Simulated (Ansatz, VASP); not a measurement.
# Ga4As3P: VASP beside Ansatz, part 2 of 3

Aim: how closely do two programs agree when they are given the same cell, functional and k mesh? The cell is generated by rule, not measured, and may not be a known phase. The cell is taken from a series of runs on this material, whose earlier steps may have relaxed, scaled, displaced or heated it; both programs get it as it stands.

VASP 6.6.1 and Ansatz 0.2.0.

So far: Starting point; VASP: relaxation of cell and atoms, PBEsol, pair 1.

The structure was built from a prototype and need not be the compound's stable phase.

**3. Ansatz: relaxation of cell and atoms, PBEsol, pair 1**

Level of this step: Ansatz beside VASP: Kohn-Sham DFT, plane waves, PBEsol (Ansatz).

Ansatz runs on its default PAW (the set named soft_2) files.

The same cell, functional, mesh and smearing now go to Ansatz, which takes its cutoff from its data sets.

Contents of input.yaml:

```yaml
crystal:
  lattice:
    - [2.8041993952, 2.8041993952, 0.0]
    - [-2.8041993952, 2.8041993952, 0.0]
    - [0.0, 0.0, 11.1843040312]
  atoms:
    - { symbol: As, position: [1.0, 0.5, 0.3705058077] }
    - { symbol: As, position: [0.5, 1.0, 0.625] }
    - { symbol: As, position: [1.0, 0.5, 0.8794941923] }
    - { symbol: Ga, position: [0.0, 0.0, 0.0067054089] }
    - { symbol: Ga, position: [0.5, 0.5, 0.2432945911] }
    - { symbol: Ga, position: [0.0, 0.0, 0.4976814841] }
    - { symbol: Ga, position: [0.5, 0.5, 0.7523185159] }
    - { symbol: P, position: [0.5, 1.0, 0.125] }
kpoints:
  mp_grid: { grid: [6, 6, 2] }
hamiltonian:
  xc: pbesol
scf:
  occupations: { method: gaussian, width: 0.02 }
output:
  forces: true
  stress: true
  eigenvalues: true
  write_density: true
  write_potential: true
  elf: true
  volumetric_format: npy
relax:
  adjacent_minimum: "off"
  f_tol: 0.005
  max_steps: 80
  cell: { stress_tol: 0.05 }
```

Command:

```
> ansatz run input.yaml --threads 8 --pin off --max-ram 14336MiB --backend cpu --events-out ev --progress --plain --runs-dir out
```

Numbers of over 12 decimals in the logs are rounded to 6 here.

The log of the run:

```text
Engine: ansatz 0.2.0, aarch64-unknown-linux-gnu
Pseudopotentials: kind: paw
Pseudopotential: As, paw, valence charge 15, recommended cutoff 420 eV (normal), As.paw.azcp
Pseudopotential: Ga, paw, valence charge 13, recommended cutoff 420 eV (normal), Ga.paw.azcp
Pseudopotential: P, paw, valence charge 5, recommended cutoff 420 eV (normal), P.paw.azcp
Functional definition: PBEsol
  exchange = pbesol_x
  correlation = pbesol_c
Crystal: 8 atoms, lattice volume = 175.896 Å³
Basis set: ecut = 420 eV, 3413 PW (Γ), exchange–correlation on 54×54×150 points (8 copies of the dense FFT grid, shifted against one another)
Bands: 62, of which v1, the nominal top of the filled ones, is band 51 counted from 1 (50 counted from 0)
Symmetry: 8 space group operations
Space group: P-4m2 (ITA 115), of the structure as read, at distance tolerance 5.6e-5 Å
k-points: 20 of 72
Non-local potential: As, projectors of the file, l = 0: 2, l = 1: 2, l = 2: 3, l = 3: 1
Non-local potential: Ga, projectors of the file, l = 0: 2, l = 1: 2, l = 2: 3, l = 3: 1
Non-local potential: P, projectors of the file, l = 0: 2, l = 1: 2, l = 2: 2
PAW form: soft (Blöchl's): semilocal exchange-correlation on the pseudo side does not see the compensation charge
PAW frozen core: As, regenerated for the run's functional, and the local potential with it (the file was generated under x = pbe(κ = 0.804, μ = 0.219515), c = pbe(β = 0.066725))
PAW frozen core: Ga, regenerated for the run's functional, and the local potential with it (the file was generated under x = pbe(κ = 0.804, μ = 0.219515), c = pbe(β = 0.066725))
PAW frozen core: P, regenerated for the run's functional, and the local potential with it (the file was generated under x = pbe(κ = 0.804, μ = 0.219515), c = pbe(β = 0.066725))
PAW one-centre angular grid: As, 590 points (default); XC on 64 Gauss nodes
PAW one-centre angular grid: Ga, 590 points (default); XC on 64 Gauss nodes
PAW one-centre angular grid: P, 110 points (default); XC on 64 Gauss nodes
Initial density: superposition of atomic densities (neutral atoms: chi_scale 0, normalization atom), corrected by the library's trained network
Initial wavefunctions: pseudopotential atomic-orbital guess
Functional: x = pbesol(κ = 0.804, μ = 0.123457), c = pbesol(β = 0.046)
SCF iter   1: F=—  HF=-30154.573435 eV  |F-HF|=—  |Δ(HF+E_count)|=         —  Δρ=3.50e-3  dr2=3.64e-2  ethr=1.77e-3  ⟨swp⟩=6.6  Hψ=4734  notcnv=0  defer=2
preconditioner: auto → Resta (q_TF=auto, 2.491 Å⁻¹)  ε∞=3.7  [insulator: Δε(μ)=0.719 eV  Ē_g=14.396 eV  σ=0.020 eV  W_gap=1.00  n_scr=48 (ndim 8)  ℏωp=23.8 eV  f_vac=0.065  D(μ)=0.00/eV (n_scr^D=0)  ε∞_Penn≈3.7]
SCF iter   2: F=—  HF=-30154.557815 eV  |F-HF|=—  |Δ(HF+E_count)|=   1.56e-2  Δρ=1.81e-3  dr2=8.44e-3  ethr=3.57e-5  ⟨swp⟩=3.6  Hψ=2538  notcnv=0  defer=97
SCF iter   3: F=—  HF=-30154.556708 eV  |F-HF|=—  |Δ(HF+E_count)|=   1.11e-3  Δρ=6.41e-4  dr2=1.08e-3  ethr=8.27e-6  ⟨swp⟩=2.0  Hψ=1986  notcnv=0  defer=97
SCF iter   4: F=—  HF=-30154.556621 eV  |F-HF|=—  |Δ(HF+E_count)|=   8.72e-5  Δρ=2.84e-4  dr2=2.39e-4  ethr=1.06e-6  ⟨swp⟩=2.0  Hψ=1878  notcnv=0  defer=97
SCF iter   5: F=—  HF=-30154.556641 eV  |F-HF|=—  |Δ(HF+E_count)|=   2.07e-5  Δρ=1.33e-4  dr2=3.04e-5  ethr=2.35e-7  ⟨swp⟩=2.0  Hψ=1871  notcnv=0  defer=97
SCF iter   6: F=—  HF=-30154.556676 eV  |F-HF|=—  |Δ(HF+E_count)|=   3.50e-5  Δρ=2.94e-5  dr2=2.50e-6  ethr=2.98e-8  ⟨swp⟩=2.0  Hψ=1863  notcnv=0  defer=97
SCF iter   7: F=—  HF=-30154.556678 eV  |F-HF|=—  |Δ(HF+E_count)|=   1.62e-6  Δρ=9.01e-6  dr2=2.76e-7  ethr=2.46e-9  ⟨swp⟩=2.2  Hψ=1879  notcnv=0  defer=97
SCF iter   8: F=-30154.556678 eV  HF=-30154.556678 eV  |F-HF|=3.41e-9  |Δ(HF+E_count)|=   1.47e-7  Δρ=2.87e-6  dr2=1.98e-8  ethr=9.80e-11  ⟨swp⟩=14.8  Hψ=9497  notcnv=0
SCF 1 converged in 8 iterations: F = -30154.556678 eV  dr2 = 1.98e-8
  greatest PAW one-centre occupation: 0.999 electrons in one spin orbital (limit 2), on the As atom at site 1 (counted from 0), in its partial waves of l = 2
relax step   1: F+E_penalty+E_count = -30154.55667798 eV  Δ(F+E_penalty+E_count) = +0.000e0 eV  max|allowed force component| = 7.256e-3 eV/Å  Δτ_max = 0.0000 Å  P = -0.023 GPa  Ω = 175.896 Å³  (8 SCF iters, dr2 threshold 1.00e-7 eV, accepted)
[...]
relax step   2: F+E_penalty+E_count = -30154.55669546 eV  Δ(F+E_penalty+E_count) = -1.748e-5 eV  max|allowed force component| = 8.872e-4 eV/Å  Δτ_max = 0.0006 Å  P = -0.004 GPa  Ω = 175.850 Å³  energy of the carried Pulay correction = +9.204e-6 eV  (4 SCF iters, dr2 threshold 3.29e-9 eV, accepted)
[...]
relax step   3: F+E_penalty+E_count = -30154.55668678 eV  Δ(F+E_penalty+E_count) = +8.678e-6 eV  max|allowed force component| = 8.878e-4 eV/Å  Δτ_max = 0.0000 Å  P = -0.004 GPa  Ω = 175.850 Å³  stress off target by 3.80e-3 GPa  SCF on the basis re-selected at this cell (its energy is not comparable with the rows above)  (5 SCF iters)
basis re-selected at this cell: Δ(F+E_penalty+E_count) = +8.678e-6 eV, ΔP = -0.000 GPa vs the last step (what re-selecting the basis moved, of the pressure what is left beyond the Pulay correction that the steps carried, after the strain that the cell walked since its last selection, with what the two solves' SCF thresholds leave and, on support functions, any second-order correction that the steps lacked; it is no m [...]
SCF converged after 5 iterations
Free energy (F): -30154.556687 eV
Harris-Foulkes:  -30154.556687 eV  (|F-HF|=5.82e-11)
Internal energy: -30154.556687 eV  (E = F + TS)
E sigma→0 (E₀):  -30154.556687 eV
Fermi energy:    8.202021 eV
--- Per-component energies (eV) ---
  E_band       = -1011.326701
  E_kinetic    = 844.332492
  E_local      = -14496.028540  (includes V_loc(G=0)·N_el)
  E_nonlocal   = -266.722239
  E_hartree    = 7199.687392
  E_xc         = -571.344487
  E_vxc        = -531.258454  (∫ρ·V_xc dr)
  E_paw        = -13732.106506  (= ΣΔE_a)
  E_vpaw       = -961.024934  (= ΣTr[D̂ρ^β])
  E_aug_tail   = -0.000432  (compensation charges beyond the density's cutoff)
  E_ewald      = -9138.771660
  E_core_change = 6.397293  (= ΣΔE_core)
  E_smearing   = -0.000000  (= −TS)
  E_closure    = -0.000000  (closes the sum)
  Σ components = -30154.556687   (vs F -30154.556687, Δ=0.00e0)
--- Forces (eV/Å), atoms counted from 1 ---
  atom   1  As     0.00000000    -0.00000000     0.00019729
  atom   2  As     0.00000000     0.00000000     0.00000000
  atom   3  As     0.00000000     0.00000000    -0.00019729
  atom   4  Ga    -0.00000000    -0.00000000     0.00088780
  atom   5  Ga    -0.00000000     0.00000000    -0.00088780
  atom   6  Ga    -0.00000000     0.00000000    -0.00022561
  atom   7  Ga    -0.00000000    -0.00000000     0.00022561
  atom   8  P      0.00000000    -0.00000000     0.00000000
  max |Σ_I F_I| component: 1.01e-16 eV/Å
--- Stress (GPa, compression-positive) ---
       -0.003512      -0.000000      -0.000000
       -0.000000      -0.003512      -0.000000
       -0.000000      -0.000000      -0.003803
  P = ⅓ Tr σ = -0.0036 GPa (-0.036 kbar)
--- Band table (eV; the first three rows and the last of 20) ---
  k-point 0: bands = [... 47 lower, 6.2329, 7.8213, 7.8369, 7.8369, 8.5667, 9.1915, 9.2608, 9.7794, ... 7 higher]
  k-point 1: bands = [... 47 lower, 7.0671, 7.0671, 7.2707, 7.2707, 9.1026, 9.2249, 10.0115, 10.0992, ... 7 higher]
  k-point 2: bands = [... 47 lower, 6.1321, 6.3598, 7.1341, 7.7242, 9.4341, 9.8559, 10.2014, 10.4274, ... 7 higher]
  k-point 19: bands = [... 47 lower, 4.6897, 4.6957, 4.7902, 4.8104, 10.1610, 10.3109, 10.3682, 10.5368, ... 7 higher]
--- Relaxed structure (2 steps of the walk, 2 accepted, 1 SCFs on fresh bases) ---
  F+E_penalty+E_count = -30154.55668678 eV   max|allowed force component| = 8.878e-4 eV/Å   (the final SCF, on the basis selected at the relaxed cell)
  cell:  # Å, volume = 175.8503 Å³
    - [2.803909, 2.803909, 0]
    - [-2.803909, 2.803909, 0]
    - [0, 0, 11.183692]
  atoms:
    - { symbol: As, position: [1.0, 0.5, 0.370556] }
    - { symbol: As, position: [0.5, 1.0, 0.625000] }
    - { symbol: As, position: [1.0, 0.5, 0.879444] }
    - { symbol: Ga, position: [0, 0, 0.00670052] }
    - { symbol: Ga, position: [0.5, 0.5, 0.243299] }
    - { symbol: Ga, position: [0, 0, 0.497673] }
    - { symbol: Ga, position: [0.5, 0.5, 0.752327] }
    - { symbol: P, position: [0.5, 1.0, 0.125000] }
```

**4. Differences**

Known differences besides the potentials themselves: the data sets hold 102 valence electrons in Ansatz (on its default PAW (the set named soft_2) files) and 72 in VASP; the cutoff is 420 eV in Ansatz and 500 eV in VASP; Ansatz makes its cores anew for this functional, VASP keeps those of its PBE data sets; Ansatz adds a Pulay correction to the stress that steers its cell, VASP none. Total energies have different zeros and are not compared.

The two programs side by side:

| quantity | Ansatz | VASP | difference |
| --- | --- | --- | --- |
| volume (Å³) | 175.85 | 176.12 | -0.15 % |
| edge a after relaxation, in the typed setting (Å) | 3.965 | 3.967 | -0.05 % |
| edge c after relaxation, in the typed setting (Å) | 11.184 | 11.189 | -0.05 % |

**5. VASP: relaxation of cell and atoms, PBEsol, pair 2**

The relaxed volume is the usual yardstick between codes: in a stiff, nearly cubic crystal its relative difference is about their pressure difference at one cell divided by the bulk modulus.

Contents of INCAR:

```
SYSTEM = Ga4As3P
PREC = Accurate
ENCUT = 500
EDIFF = 1E-07
NELM = 120
ISMEAR = 0
SIGMA = 0.1
LREAL = .FALSE.
ALGO = Normal
GGA = PS
NBANDS = 44
LORBIT = 11
LWAVE = .FALSE.
LCHARG = .FALSE.
ISIF = 3
IBRION = 2
NSW = 80
EDIFFG = -0.005
LASPH = .TRUE.
GGA_COMPAT = .FALSE.
NELMIN = 4
EFERMI = MIDGAP
KPAR = 2
```

Contents of POSCAR:

```
Ga4As3P
1.0
    2.8000000000      2.8000000000      0.0000000000
   -2.8000000000      2.8000000000      0.0000000000
    0.0000000000      0.0000000000     11.2000000000
As Ga P
3 4 1
Direct
    0.0000000000      0.5000000000      0.3750000000
    0.5000000000      0.0000000000      0.6250000000
    0.0000000000      0.5000000000      0.8750000000
    0.0000000000      0.0000000000      0.0000000000
    0.5000000000      0.5000000000      0.2500000000
    0.0000000000      0.0000000000      0.5000000000
    0.5000000000      0.5000000000      0.7500000000
    0.5000000000      0.0000000000      0.1250000000
```

Contents of KPOINTS:

```
Automatic mesh
0
Gamma
6 6 2
0 0 0
```

PAW data sets: As, Ga_d and P (PBE family, release 64).

Command:

```
> mpirun -np 2 vasp_std
```

The log of the run:

```text
[banner, memory and clock lines left out]
running    2 mpi-ranks, on    1 nodes
[...]
[... a notice as in an earlier step ...]

 LDA part: xc-table for (Slater+PW92), standard interpolation
 POSCAR, INCAR and KPOINTS ok, starting setup
[...]
entering main loop
       N       E                     dE             d eps       ncg     rms          rms(c)
DAV:   1     0.609175930840E+03    0.60918E+03   -0.32668E+04  1904   0.229E+03
DAV:   2     0.621436115759E+02   -0.54703E+03   -0.53139E+03  1872   0.570E+02
DAV:   3    -0.317731604136E+02   -0.93917E+02   -0.90480E+02  2040   0.172E+02
DAV:   4    -0.377901181148E+02   -0.60170E+01   -0.59785E+01  2192   0.425E+01
[...]
DAV:  14    -0.370602444637E+02   -0.41852E-06   -0.38140E-06  2168   0.195E-02    0.286E-03
DAV:  15    -0.370602444826E+02   -0.18870E-07   -0.10275E-06  2276   0.795E-03    0.133E-03
DAV:  16    -0.370602444482E+02    0.34412E-07   -0.12579E-07  1016   0.541E-03
   1 F= -.37060244E+02 E0= -.37060244E+02  d E =-.370602E+02
[... from here on, the cycles between the ionic steps are left out ...]
   2 F= -.37094809E+02 E0= -.37094809E+02  d E =-.345648E-01
   3 F= -.37099699E+02 E0= -.37099699E+02  d E =-.394544E-01
   4 F= -.37110422E+02 E0= -.37110422E+02  d E =-.107232E-01
   5 F= -.37111602E+02 E0= -.37111602E+02  d E =-.119031E-01
   6 F= -.37117291E+02 E0= -.37117291E+02  d E =-.568866E-02
   7 F= -.37117796E+02 E0= -.37117796E+02  d E =-.619360E-02
   8 F= -.37118432E+02 E0= -.37118432E+02  d E =-.635949E-03
   9 F= -.37118434E+02 E0= -.37118434E+02  d E =-.638853E-03
  10 F= -.37118434E+02 E0= -.37118434E+02  d E =-.638685E-03
  11 F= -.37118441E+02 E0= -.37118441E+02  d E =-.688764E-05
 trial-energy change:   -0.000007  1 .order   -0.000007   -0.000023    0.000009
 step:   0.9317(harm=  0.9317)  dis= 0.00053  next Energy=   -37.118442 (dE=-0.822E-05)
 reached required accuracy - stopping structural energy minimisation
```

OUTCAR, selected parts (step 5):

```text
  Total       -0.0233604     -0.0233604     -0.0179042      0.0000000      0.0000000      0.0000000
  in kB       -0.2124774     -0.2124774     -0.1628496      0.0000000      0.0000000      0.0000000
  external PRESSURE =      -0.1959348 kB  Pullay stress =       0.0000000 kB

 POSITION                                       TOTAL-FORCE (eV/Angst)
 -----------------------------------------------------------------------------------
      1.40280      4.20839      4.14534         0.000000     -0.000000     -0.003658
      1.40280      1.40280      6.99327         0.000000     -0.000000     -0.000000
      1.40280      4.20839      9.84119         0.000000     -0.000000      0.003658
     -0.00000      0.00000      0.07664         0.000000     -0.000000      0.000156
      0.00000      2.80559      2.72067         0.000000     -0.000000     -0.000156
      0.00000      5.61118      5.56774         0.000000     -0.000000      0.004617
      0.00000      2.80559      8.41880        -0.000000      0.000000     -0.004617
      1.40280      1.40280      1.39865         0.000000     -0.000000     -0.000000
 -----------------------------------------------------------------------------------
    total drift:                               -0.000000      0.000000      0.000000

  FREE ENERGIE OF THE ION-ELECTRON SYSTEM (eV)
  ---------------------------------------------------
  free  energy   TOTEN  =       -37.1184411296 eV

  energy  without entropy=      -37.1184411253  energy(sigma->0) =      -37.11844113

[... 2 parts as in an earlier step ...]

[... 2 further parts left out ...]
[key lines of the parts left out:]
E-fermi :   4.3604
```

**6. Ansatz: relaxation of cell and atoms, PBEsol, pair 2**

The same cell, functional, mesh and smearing now go to Ansatz, which takes its cutoff from its data sets.

The cell is taken from a series of runs on this material, whose earlier steps may have relaxed, scaled, displaced or heated it; both programs get it as it stands.

Contents of input.yaml:

```yaml
crystal:
  lattice:
    - [2.8, 2.8, 0.0]
    - [-2.8, 2.8, 0.0]
    - [0.0, 0.0, 11.2]
  atoms:
    - { symbol: As, position: [1.0, 0.5, 0.375] }
    - { symbol: As, position: [0.5, 1.0, 0.625] }
    - { symbol: As, position: [1.0, 0.5, 0.875] }
    - { symbol: Ga, position: [0.0, 0.0, 0.0] }
    - { symbol: Ga, position: [0.5, 0.5, 0.25] }
    - { symbol: Ga, position: [0.0, 0.0, 0.5] }
    - { symbol: Ga, position: [0.5, 0.5, 0.75] }
    - { symbol: P, position: [0.5, 1.0, 0.125] }
kpoints:
  mp_grid: { grid: [6, 6, 2] }
hamiltonian:
  xc: pbesol
scf:
  occupations: { method: gaussian, width: 0.1 }
output:
  forces: true
  stress: true
  eigenvalues: true
relax:
  adjacent_minimum: "off"
  f_tol: 0.05
  max_steps: 80
  cell: { stress_tol: 0.5 }
```

Command:

```
> ansatz run input.yaml --threads 8 --pin off --max-ram 14336MiB --backend cpu --events-out ev --progress --plain --runs-dir out
```

The log of the run:

```text
[...]
Crystal: 8 atoms, lattice volume = 175.616 Å³
Basis set: ecut = 420 eV, 3413 PW (Γ), exchange–correlation on 54×54×150 points (8 copies of the dense FFT grid, shifted against one another)
Bands: 62, of which v1, the nominal top of the filled ones, is band 51 counted from 1 (50 counted from 0)
Symmetry: 8 space group operations
[...]
k-points: 20 of 72
[...]
- [0, 0, 11.184304]
  atoms:
    - { symbol: As, position: [1.000000, 0.500000, 0.370506] }
    - { symbol: As, position: [0.500000, 1.000000, 0.625000] }
    - { symbol: As, position: [1.000000, 0.500000, 0.879494] }
    - { symbol: Ga, position: [0, 0, 0.00670541] }
    - { symbol: Ga, position: [0.500000, 0.500000, 0.243295] }
    - { symbol: Ga, position: [0, 0, 0.497681] }
    - { symbol: Ga, position: [0.500000, 0.500000, 0.752319] }
    - { symbol: P, position: [0.500000, 1.000000, 0.125000] }
[key lines of the parts left out:]
SCF converged after 4 iterations
Free energy (F): -30154.556678 eV
Fermi energy:    8.202740 eV
P = ⅓ Tr σ = -0.0227 GPa (-0.227 kbar)
```

**7. Side by side**

What differs besides the data sets and the points named for the pairs above, as far as they apply: the data sets hold 102 valence electrons in Ansatz (on its default PAW (the set named soft_2) files) and 72 in VASP. Total energies have different zeros and are not compared.

Both answers:

| quantity | Ansatz | VASP | difference |
| --- | --- | --- | --- |
| volume (Å³) | 175.90 | 176.15 | -0.14 % |
| edge a after relaxation, in the typed setting (Å) | 3.966 | 3.968 | -0.05 % |
| edge c after relaxation, in the typed setting (Å) | 11.184 | 11.189 | -0.04 % |

(Part 2 of 3 ends here.)

[Lines on the potential files, build, host, timing and source positions are cut from VASP's logs without a mark.]

[Logs are printed without paths, hosts, clocks, repeated set-up lines and the standing remarks that a program may print on its own settings, such as how far it seeks lower states.]

[Hosts, paths, dates, database ids (printed as entryN), source tags and the programs' standing remarks are cut or masked in the printed files.]
